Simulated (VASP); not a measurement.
A run of VASP 6.6.1:

The input INCAR:

```
PREC = Accurate
ENCUT = 600
EDIFF = 1E-7
ISMEAR = 0
SIGMA = 0.1
LREAL = F
LASPH = T
NELM = 80
ALGO = Normal
ISIF = 3
LWAVE = F
LCHARG = F
METAGGA = R2SCAN
LMIXTAU = T
IBRION = 2
NSW = 90
EDIFFG = -0.005
```

KPOINTS

```
regular mesh
0
Gamma
  18 18 18
```

Contents of POSCAR:

```
Al
1.0
    0.0000000000      2.0248050000      2.0248050000
    2.0248050000      0.0000000000      2.0248050000
    2.0248050000      2.0248050000      0.0000000000
Al
1
Direct
    0.0000000000      0.0000000000      0.0000000000
```

Potentials or basis: VASP PAW PBE potentials, release 64 (Al).

Launch:

```sh
$ cat potpaw_PBE.64/Al/POTCAR > POTCAR
$ mpirun -np 1 vasp_std > vasp.out
```

Hardware: 1 thread of Intel(R) Xeon(R) Platinum 8488C (Sapphire Rapids), with other jobs on the host.

Q: Estimate the wall time of this run.

A: It took 91 s on 1 thread of Intel(R) Xeon(R) Platinum 8488C (Sapphire Rapids), with other jobs on the host, peak memory 0.15 GiB. Counts: scf iterations 40, k points 195, ion steps 3.
